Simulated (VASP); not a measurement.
Crystal: GeSb4Te7.

```
CELL_PARAMETERS angstrom
4.28930 0.00000 0.00000
-2.14465 3.71464 0.00000
0.00000 0.00000 24.63778
ATOMIC_POSITIONS crystal
Ge 0.00000 0.00000 0.50000
Sb 0.66667 0.33333 0.91890
Sb 0.33333 0.66667 0.34975
Sb 0.33333 0.66667 0.08110
Sb 0.66667 0.33333 0.65025
Te 0.33333 0.66667 0.84973
Te 0.66667 0.33333 0.15027
Te 0.00000 0.00000 0.71898
Te 0.66667 0.33333 0.43139
Te 0.33333 0.66667 0.56861
Te 0.00000 0.00000 0.00000
Te 0.00000 0.00000 0.28102
```

The cell is a database's computed one.

| Property | Result |
| --- | --- |
| Program | VASP 6.6.1 |
| Task | relaxation of cell and atoms |
| Functional | r2SCAN |
| Potentials or basis | VASP PAW PBE potentials, release 64 (Ge_d, Sb, Te) |
| Cutoff | 600 eV |
| k mesh | 9 × 9 × 2 |
| Occupations | fermi-dirac, width 0.05 eV |
| Spin | no spin polarisation |

At the start: pressure 0.7 GPa; volume 32.71 Å³/atom.

Q: How do energy, volume and symmetry change on relaxing?

A: Over 11 steps the energy falls by 7.2 meV/atom and the volume is 32.73 Å³/atom (+0.1 %); space group P-3m1 (No. 164, to 0.05 Å).

The path:
```csv
step,energy change (eV),largest force (eV/Å),pressure (GPa),volume (Å³)
1,0.0000,0.0980,0.67,392.56
2,-0.0639,0.1644,-0.93,400.42
3,-0.0825,0.0863,-0.41,395.99
4,-0.0849,0.0638,-0.25,394.78
5,-0.0864,0.0378,-0.07,393.38
6,-0.0865,0.0306,-0.02,393.00
7,-0.0865,0.0289,-0.01,392.91
8,-0.0865,0.0294,-0.02,392.93
9,-0.0866,0.0216,0.00,392.84
10,-0.0868,0.0231,0.04,392.60
11,-0.0868,0.0183,0.01,392.78
```

Final structure:
```xyz
12
Lattice="4.2933 0.0000 0.0000 -2.1466 3.7181 0.0000 0.0000 0.0000 24.6060" Properties=species:S:1:pos:R:3 pbc="T T T"
Ge    0.0000    0.0000   12.3030
Sb    2.1466    1.2394   22.6134
Sb    0.0000    2.4787    8.6083
Sb    0.0000    2.4787    1.9926
Sb    2.1466    1.2394   15.9977
Te    0.0000    2.4787   20.9140
Te    2.1466    1.2394    3.6920
Te   -2.1466    3.7181   17.6912
Te    2.1466    1.2394   10.6179
Te    0.0000    2.4787   13.9880
Te    0.0000    0.0000   24.6060
Te    4.2933    0.0000    6.9148
```

Caveat: the PAW data sets were made with another functional, which shifts forces and pressure a little.
